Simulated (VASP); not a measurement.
**How a change of volume changes AlCo (Pm-3m)**

Wanted: the elastic response of AlCo to a change of volume, with a fit that predicts a row left out.

Calculated with VASP 6.6.1; PBEsol, no spin polarisation; plane waves and PAW (Co, Al); cell typed or built by script, in the first sound run; inputs show where later runs differ.

Most raw output is cut from this account.

### Step 1. Set-up

Symmetry: Pm-3m, No. 221, cubic system. Conventional cell: a = 2.862 Å, b = 2.862 Å, c = 2.862 Å, α = 90.00°, β = 90.00°, γ = 90.00°. Nearest to Co lie 8 Al at 2.48 Å. Al has 8 Co at 2.48 Å nearest. Farther neighbours are not listed.

Coordinates:

```xyz
2
Lattice="2.8620 0.0000 0.0000 0.0000 2.8620 0.0000 0.0000 0.0000 2.8620" Properties=species:S:1:pos:R:3 pbc="T T T"
Co    0.0000    0.0000    0.0000
Al    1.4310    1.4310    1.4310
```

### Step 2. Relax the crystal, PBEsol

The series starts from the cell that this level prefers, so that zero strain is near zero stress.

This step took 2 runs in a row; the last is shown.

Level: PBEsol, no spin polarisation; plane waves and PAW (Co, Al); cell typed or built by script.

File INCAR:

```
SYSTEM = AlCo
PREC = Accurate
ENCUT = 450
EDIFF = 1E-07
NELM = 120
ISMEAR = 1
SIGMA = 0.15
LREAL = .FALSE.
ALGO = Normal
GGA = PS
NBANDS = 12
LASPH = .TRUE.
LORBIT = 11
LWAVE = .FALSE.
LCHARG = .FALSE.
KPAR = 8
IBRION = 2
NSW = 40
ISIF = 3
EDIFFG = -0.005
POTIM = 0.4
```

File POSCAR:

```
AlCo
1.0
    2.8224832097      0.0000000000      0.0000000000
    0.0000000000      2.8224832097      0.0000000000
    0.0000000000      0.0000000000      2.8224832097
Co Al
1 1
Direct
    0.0000000000      0.0000000000      0.0000000000
    0.5000000000      0.5000000000      0.5000000000
```

File KPOINTS:

```
Automatic mesh
0
Gamma
17 17 17
0 0 0
```

PAW data sets: Co and Al (PBE family, release 64).

Run with:

```console
$ mpirun -np 8 vasp_std
```

Elapsed: 3 s, on 8 MPI ranks of Intel Xeon 6975P-C (Granite Rapids), shared host; peak memory 1.1 GiB.

Numbers from this step:

* energy(sigma→0) of the program: -13.0820 eV
* stress, compression positive: xx, yy, zz -0.04, -0.04, -0.04 GPa
* volume: 22.485 Å³
* ionic steps: 1

### Step 3. Relax at fixed volume, PBEsol

One member in full: the volume is scaled by 1.015, and the cell is held.

Level: PBEsol, no spin polarisation; plane waves and PAW (Co, Al); cell typed or built by script.

INCAR, as its differences from that of step 2:

```diff
@@ -15,7 +15,8 @@
 LCHARG = .FALSE.
-KPAR = 8
+KPAR = 2
 IBRION = 2
 NSW = 40
-ISIF = 3
-EDIFFG = -0.005
+ISIF = 2
+EDIFFG = -0.004
 POTIM = 0.4
+MAXMIX = 40
```

File POSCAR:

```
AlCo
1.0
    2.8365256459      0.0000000000      0.0000000000
    0.0000000000      2.8365256459      0.0000000000
    0.0000000000      0.0000000000      2.8365256459
Co Al
1 1
Direct
    0.0000000000      0.0000000000      0.0000000000
    0.5000000000      0.5000000000      0.5000000000
```

KPOINTS is that of step 2.

Run with:

```console
$ mpirun -np 2 vasp_std
```

Elapsed: 7.2 s, on 2 MPI ranks; peak memory 0.28 GiB; 14 s of CPU time.

Read from the output:

```
energy(sigma→0) of the program : -13.0791 eV
stress, compression positive   : xx, yy, zz -2.83, -2.83, -2.83 GPa
ionic steps                    : 1
```

### Step 4. The whole series

The other members went through these steps as far as the tables show, with the same cutoff and, step by step, the same mesh; 9 runs are not shown. The session took 0.059 core hours (wall time by ranks) on a shared machine.

```csv
volume over the relaxed volume,volume (Å³/atom),pressure (GPa),"energy above the unstrained row, extrapolated to no smearing (meV/atom)"
0.940,10.568,13.719,27.572
0.955,10.737,9.822,15.128
0.970,10.905,?,?
0.985,11.074,2.991,1.632
1,11.242,-0.035,0.000
1.015,11.411,-2.830,1.435
1.030,11.580,-5.410,5.706
1.045,11.748,-7.794,12.588
1.060,11.917,-10.001,21.888
```

### Step 5. A fit to the known rows

Fitting a cubic to the 8 known rows (u: logarithm of the volume ratio) gives pressure = − 652.3 u³ + 424.3 u² − 193.5 u − 0.03955 in GPa; the residuals are 0.0058 GPa r.m.s.

At u = -0.03046 this predicts 6.267 GPa.

### Step 6. The withheld row

The calculation gives 6.270 GPa, so the prediction is 0.003 GPa too low.

A cubic of the pressure in ln(V/V₀) through all rows has the slope −B at V₀: B = 194 GPa, and its curvature gives B′ = 4.4.

### Step 7. Summary of results

| Property | Result |
| --- | --- |
| error of the predicted pressure | -0.003 GPa |
| bulk modulus | 194 GPa |

These are static values: temperature and zero-point motion are left out. In a metal the slopes also depend on mesh and smearing, which were held through the series.

[Lines on the potential files, build, host, timing and source positions are cut from VASP's logs without a mark.]

[Logs are printed without paths, hosts, clocks, repeated set-up lines and the standing remarks that a program may print on its own settings, such as how far it seeks lower states.]

[Hosts, paths, dates, database ids (printed as entryN), source tags and the programs' standing remarks are cut or masked in the printed files.]

[In band tables of VASP the shares of atoms and orbitals are scaled to a sum of 1 inside the atoms' spheres.]
